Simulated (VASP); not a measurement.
Input:

```
Al3Sc
1.0
    4.10000     0.00000     0.00000
    0.00000     5.79828     0.00000
    0.00000     0.00000    23.24790
Sc Al
3 9
Direct
  0.99607   0.45407   0.40606
  0.00440   0.95765   0.52960
  0.00457   0.45504   0.65606
  0.50340   0.20762   0.34438
  0.00594   0.96743   0.40617
  0.50196   0.71011   0.34482
  0.50617   0.70837   0.46663
  0.99705   0.46209   0.53184
  0.49163   0.21713   0.46925
  0.49834   0.21143   0.59290
  0.98675   0.95763   0.65590
  0.50372   0.71522   0.59638
```

Level of theory: PBE GGA, VASP's PBE PAW potentials (set 64) (plane waves; VASP 6.6.1). Numerical set-up: 300 eV cut-off, 7×5×1 Γ-centred mesh, Gaussian smearing of 0.10 eV, potentials Sc_sv Al.

At this cut-off the stress carries a Pulay error, which pulls relaxed volumes low. The cell holds a wide vacuum, so values per volume refer to the whole cell.

Problem. Give the force on each atom (eV/Å).

Solution. 
```csv
atom,Fx,Fy,Fz
Sc1,0.172,0.475,0.179
Sc2,-0.169,0.135,-0.084
Sc3,-0.088,0.111,-0.133
Al4,-0.045,-0.451,0.203
Al5,-0.087,-0.387,-0.903
Al6,-0.022,0.424,0.145
Al7,-0.146,0.135,0.229
Al8,0.051,-0.044,-0.189
Al9,0.233,-0.247,0.008
Al10,0.086,-0.069,0.356
Al11,0.093,0.030,0.088
Al12,-0.079,-0.112,0.101
```

Problem. Give the stress tensor in GPa (positive for a compressed cell).

Solution. 
```
-0.90   0.02  -0.01
 0.02  -1.26   0.05
-0.01   0.05   0.12
```
The pressure is its mean diagonal, -0.68 GPa.

The cell is a sheet with vacuum, built from a generated structure.
